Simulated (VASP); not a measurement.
TbO:

```xyz
2
Lattice="2.7838 0.0000 0.0000 0.0000 2.7838 0.0000 0.0000 0.0000 2.7838" Properties=species:S:1:pos:R:3 pbc="T T T"
Tb    0.0000    0.0000    0.0000
O     1.3919    1.3919    1.3919
```

The cell comes from a database or a generator and needn't be the stable form of this composition.

Base run:

- Program: VASP 6.6.1
- Functional: r2SCAN
- Potentials or basis: VASP PAW PBE potentials, release 64 (Tb, O)
- Cutoff: 520 eV
- k mesh: 7 × 7 × 7
- Occupations: gaussian, width 0.05 eV
- Spin: no spin polarisation
- Hubbard terms: Tb f U = 3 eV

Its results: band gap on the k mesh none (metal or under the smearing width); pressure 38.5 GPa.

**Question.** After a change of settings the same cell gave: band gap on the k mesh none (metal or under the smearing width); pressure 36.3 GPa; net moment 5.98 μB per cell; site moments Tb +5.80; O +0.01 μB. Which change was it?
A. spin from no spin polarisation to collinear spin, random start; further incar settings from ALGO = Normal; EDIFF = 1e-07 to ALGO = Normal; EDIFF = 1e-07; NBANDS = 24
B. functional from r2SCAN to PBEsol; spin from no spin polarisation to collinear spin, random start
C. spin from no spin polarisation to collinear spin, random start; hubbard terms from Tb f U = 3 eV to none
D. spin from no spin polarisation to collinear spin, ferromagnetic start; further incar settings from ALGO = Normal; EDIFF = 1e-07 to ALGO = Normal; EDIFF = 1e-06

**Answer.** B.

Caveats: a pressure of tens of GPa on the cell as given is suspect, and the run, the potentials or the cell itself is likely at fault; the PAW data sets were made with another functional, which shifts forces and pressure a little; an odd number of electrons without spin polarisation forces a metal (some runs); a magnetic or distorted state may lie lower (some runs); U without spin polarisation on a metal has little footing (some runs); the magnetic or orbital state may not be the lowest (some runs); spin-orbit coupling is left out, which moves the levels of the heavy elements (some runs).

Not every run made on this cell is shown here.
